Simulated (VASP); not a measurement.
Consider the following.

```xyz
1
Lattice="0.0000 1.9710 1.9710 1.9710 0.0000 1.9710 1.9710 1.9710 0.0000" Properties=species:S:1:pos:R:3 pbc="T T T"
Pt     0.0000     0.0000     0.0000
```

These are PBE GGA, VASP's PBE PAW potentials (set 64) (plane waves; VASP) values and carry that method's errors. Settings: 500 eV cut-off, 16×16×16 Γ-centred mesh, first-order Methfessel-Paxton smearing of 0.10 eV, potentials Pt.

Task: The ions, cell shape and volume at an external pressure of 10.0 GPa are relaxed. Which structure does the run end with?

Result: 
```xyz
1
Lattice="0.0000 1.9597 1.9597 1.9597 0.0000 1.9597 1.9597 1.9597 0.0000" Properties=species:S:1:pos:R:3 pbc="T T T"
Pt     0.0000     0.0000     0.0000
```
Space group Fm-3m (225), at a tolerance of 0.03 Å.

Task: How do energy and volume change from the first to the last step?

Result: The energy (σ→0) changes by +11.9 meV/atom and the volume by -1.7 %, in 3 ionic steps.

The compound is Pt in the fcc structure. This run relaxes it under an external pressure of 10 GPa. Symmetry was kept, so distortions that lower it aren't found.
